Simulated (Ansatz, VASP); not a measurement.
# Cross-check of GaSb between VASP and Ansatz

One calculation is typed for both programs; each brings its own data sets. How far apart do they land? The cell is taken from a series of runs on this material, whose earlier steps may have relaxed, scaled, displaced or heated it; both programs get it as it stands.

Program: Ansatz 0.2.0. Level of theory: plane waves, with VASP 6.6.1 beside it; single point at PBE0, spin-orbit coupling. Results are calculated unless marked as measured.

### 1. The structure

Symmetry: F-43m, No. 216, cubic system. Conventional cell: a = 6.118 Å, b = 6.118 Å, c = 6.118 Å, α = 90.00°, β = 90.00°, γ = 90.00°. Nearest to Ga lie 4 Sb at 2.65 Å. Sb has 4 Ga at 2.65 Å nearest. Farther neighbours are not listed.

Structure file:

```
Ga Sb
1.0
     0.00000    3.05900    3.05900
     3.05900    0.00000    3.05900
     3.05900    3.05900    0.00000
Ga Sb
1 1
Cartesian
  0.0000 0.0000 0.0000
  1.5295 1.5295 1.5295
```

### 2. VASP: single point, PBE0, spin-orbit coupling

With cell and atoms fixed, the geometry can't cause a difference; cores, projectors, grids and the points listed under the comparison can.

Lines of VASP's logs that name or quote its potential files are left out, and so is its time.

The run reads the wave functions of an earlier VASP run, which isn't shown here.

Contents of INCAR:

```
SYSTEM = GaSb
PREC = Accurate
ENCUT = 400
EDIFF = 1E-06
NELM = 100
ISMEAR = -1
SIGMA = 0.02
LREAL = .FALSE.
ALGO = Normal
LHFCALC = .TRUE.
AEXX = 0.25
GGA = PE
LASPH = .TRUE.
LNONCOLLINEAR = .TRUE.
MAGMOM = 0 0 0 0 0 0
NBANDS = 30
GGA_COMPAT = .FALSE.
LSORBIT = .TRUE.
PRECFOCK = Fast
LORBIT = 11
LWAVE = .FALSE.
LCHARG = .FALSE.
KPAR = 8
NCORE = 2
ISIF = 2
```

Contents of POSCAR:

```
GaSb
1.0
    0.0000000000      3.0590000000      3.0590000000
    3.0590000000      0.0000000000      3.0590000000
    3.0590000000      3.0590000000      0.0000000000
Ga Sb
1 1
Direct
    0.0000000000      0.0000000000      0.0000000000
    0.2500000000      0.2500000000      0.2500000000
```

Contents of KPOINTS:

```
Automatic mesh
0
Gamma
4 4 4
0 0 0
```

Potentials, in the order of the species: Ga_d and Sb (PBE family, release 64).

Started as:

```sh
mpirun -np 16 vasp_ncl
```

Numbers of over 12 decimals in the logs are rounded to 6 here.

The log of the run:

```text
[banner, memory and clock lines left out]
running   16 mpi-ranks, on    1 nodes
 distrk:  each k-point on    2 cores,    8 groups
 distr:  one band on    2 cores,    1 groups

 POSCAR found type information on POSCAR GaSb
 POSCAR found :  2 types and       2 ions
 LDA part: xc-table for (Slater+PW92), standard interpolation
 found WAVECAR, reading the header
 POSCAR, INCAR and KPOINTS ok, starting setup
 FFT: planning ... GRIDC
 FFT: planning ... GRID_SOFT
 FFT: planning ... GRID
 reading WAVECAR
 the WAVECAR file was read successfully
 initial charge from wavefunction
 entering main loop
       N       E                     dE             d eps       ncg     rms          rms(c)
DAV:   1    -0.972655013114E+01   -0.97266E+01   -0.22783E+00   838   0.153E+01    0.190E+01
DAV:   2    -0.975977709412E+01   -0.33227E-01   -0.91303E-02   772   0.334E+00    0.127E+01
DAV:   3    -0.975807728859E+01    0.16998E-02   -0.79275E-03   826   0.109E+00    0.795E+00
DAV:   4    -0.975732520148E+01    0.75209E-03   -0.95030E-04   738   0.331E-01    0.479E+00
DAV:   5    -0.975712509068E+01    0.20011E-03   -0.19951E-04   704   0.119E-01    0.287E+00
DAV:   6    -0.975710559587E+01    0.19495E-04   -0.58590E-05   718   0.621E-02    0.172E+00
DAV:   7    -0.975711874941E+01   -0.13154E-04   -0.13799E-05   726   0.323E-02    0.103E+00
DAV:   8    -0.975713449005E+01   -0.15741E-04   -0.42217E-06   624   0.164E-02    0.613E-01
DAV:   9    -0.975714710951E+01   -0.12619E-04   -0.16964E-06   626   0.992E-03    0.365E-01
DAV:  10    -0.975715586742E+01   -0.87579E-05   -0.62292E-07   592   0.583E-03    0.217E-01
DAV:  11    -0.975716153445E+01   -0.56670E-05   -0.22625E-07   444   0.406E-03    0.129E-01
DAV:  12    -0.975716507430E+01   -0.35398E-05   -0.12313E-07   414   0.319E-03    0.767E-02
DAV:  13    -0.975716723227E+01   -0.21580E-05   -0.60404E-08   390   0.236E-03    0.455E-02
DAV:  14    -0.975716853535E+01   -0.13031E-05   -0.34989E-08   378   0.181E-03    0.269E-02
DAV:  15    -0.975716931100E+01   -0.77566E-06   -0.15919E-08   378   0.132E-03
   1 F= -.97571693E+01 E0= -.97571693E+01  d E =-.320396E-11  mag=    -0.0000    -0.0000    -0.0000
```

Parts of OUTCAR (step 2):

```text
ion  position               nearest neighbor table
   1  0.000  0.000  0.000-   2 2.65   2 2.65   2 2.65   2 2.65
   2  0.250  0.250  0.250-   1 2.65   1 2.65   1 2.65   1 2.65

  LATTYP: Found a face centered cubic cell.
 ALAT       =     6.1180000000

 Subroutine GETGRP returns: Found 24 space group operations
 (whereof 24 operations were pure point group operations)

The static configuration has the point symmetry T_d .

 Found     10 irreducible k-points:

   k-points           NKPTS =     10   k-points in BZ     NKDIM =     64   number of bands    NBANDS=     30

   dimension x,y,z NGX =    28 NGY =   28 NGZ =   28
   dimension x,y,z NGXF=    56 NGYF=   56 NGZF=   56

   ENCUT  =  400.0 eV  29.40 Ry    5.42 a.u.   7.05  7.05  7.05*2*pi/ulx,y,z

   NELECT =      18.0000    total number of electrons

 k-points in reciprocal lattice and weights: Automatic mesh
   0.00000000  0.00000000  0.00000000       0.016
   0.25000000  0.00000000  0.00000000       0.062
  -0.25000000  0.00000000  0.00000000       0.062
   0.50000000  0.00000000  0.00000000       0.062
   0.25000000  0.25000000  0.00000000       0.094
   0.50000000  0.25000000  0.00000000       0.188
   0.50000000 -0.25000000  0.00000000       0.188
  -0.25000000  0.25000000  0.00000000       0.188
   0.50000000  0.50000000  0.00000000       0.047
  -0.25000000  0.50000000  0.25000000       0.094

  exchange ACFDT corr.  =         0.00000000  see jH, gK, PRB 81, 115126

 average (electrostatic) potential at core
       1 -58.3686       2 -83.2795

 E-fermi :   4.8036

 k-point     1 :       0.0000    0.0000    0.0000
  band No.  band energies     occupation
    ...
     14       3.6445      1.00000
     15       4.3444      1.00000
     16       4.3444      1.00000
     17       4.3444      1.00000
     18       4.3444      1.00000
     19       5.7170      0.00000
     20       5.7170      0.00000
     21       8.1856      0.00000
     22       8.1856      0.00000
     23       8.3949      0.00000
    ...

 k-point     2 :       0.2500    0.0000    0.0000
  band No.  band energies     occupation
    ...
     14      -0.1693      1.00000
     15       3.1550      1.00000
     16       3.1550      1.00000
     17       3.5745      1.00000
     18       3.5752      1.00000
     19       6.3540      0.00000
     20       6.3540      0.00000
     21       9.1649      0.00000
     22       9.1649      0.00000
     23       9.3101      0.00000
    ...

 k-point     3 :      -0.2500    0.0000    0.0000
  band No.  band energies     occupation
    ...
     14      -0.1693      1.00000
     15       3.1550      1.00000
     16       3.1550      1.00000
     17       3.5745      1.00000
     18       3.5752      1.00000
     19       6.3540      0.00000
     20       6.3540      0.00000
     21       9.1649      0.00000
     22       9.1649      0.00000
     23       9.3101      0.00000
    ...

  Total       -0.0533012     -0.0533012     -0.0533012     -0.0000000     -0.0000000     -0.0000000
  in kB       -1.4916928     -1.4916928     -1.4916928     -0.0000000     -0.0000000     -0.0000000
  external PRESSURE =      -1.4916928 kB  Pullay stress =       0.0000000 kB

  energy-cutoff  :      400.00
  volume of cell :       57.25
      direct lattice vectors                 reciprocal lattice vectors
     0.000000000  3.059000000  3.059000000    -0.163452109  0.163452109  0.163452109
     3.059000000  0.000000000  3.059000000     0.163452109 -0.163452109  0.163452109
     3.059000000  3.059000000  0.000000000     0.163452109  0.163452109 -0.163452109

 POSITION                                       TOTAL-FORCE (eV/Angst)
 -----------------------------------------------------------------------------------
      0.00000      0.00000      0.00000         0.000000     -0.000000      0.000000
      1.52950      1.52950      1.52950        -0.000000      0.000000     -0.000000
 -----------------------------------------------------------------------------------
    total drift:                                0.000001      0.000002      0.000002

  FREE ENERGIE OF THE ION-ELECTRON SYSTEM (eV)
  ---------------------------------------------------
  free  energy   TOTEN  =        -9.7571693110 eV

  energy  without entropy=       -9.7571693110  energy(sigma->0) =       -9.75716931

 Spin-Orbit-Coupling matrix elements
 Ion:    1  E_soc:     -0.0103595
 Ion:    2  E_soc:     -0.1137099

 total charge
# of ion       s       p       d       tot
------------------------------------------
    1        0.843   0.775   9.979  11.597
    2        1.122   1.589   0.029   2.740
--------------------------------------------------
tot          1.965   2.364  10.008  14.337

 magnetization (x)
# of ion       s       p       d       tot
------------------------------------------
    1       -0.000   0.000  -0.000   0.000
    2       -0.000   0.000  -0.000  -0.000
--------------------------------------------------
tot         -0.000   0.000  -0.000   0.000

 magnetization (y)
# of ion       s       p       d       tot
------------------------------------------
    1        0.000   0.000  -0.000   0.000
    2        0.000   0.000  -0.000  -0.000
--------------------------------------------------
tot          0.000   0.000  -0.000   0.000

 magnetization (z)
# of ion       s       p       d       tot
------------------------------------------
    1       -0.000  -0.000  -0.000  -0.000
    2       -0.000   0.000   0.000   0.000
--------------------------------------------------
tot         -0.000  -0.000   0.000  -0.000

[... 3 further parts left out ...]
```

The k-mesh is coarse for unscreened exact exchange, which converges slowly with it.

[end of part 1 of 2]

[Lines on the potential files, build, host, timing and source positions are cut from VASP's logs without a mark.]

[Logs are printed without paths, hosts, clocks, repeated set-up lines and the standing remarks that a program may print on its own settings, such as how far it seeks lower states.]

[Hosts, paths, dates, database ids (printed as entryN), source tags and the programs' standing remarks are cut or masked in the printed files.]
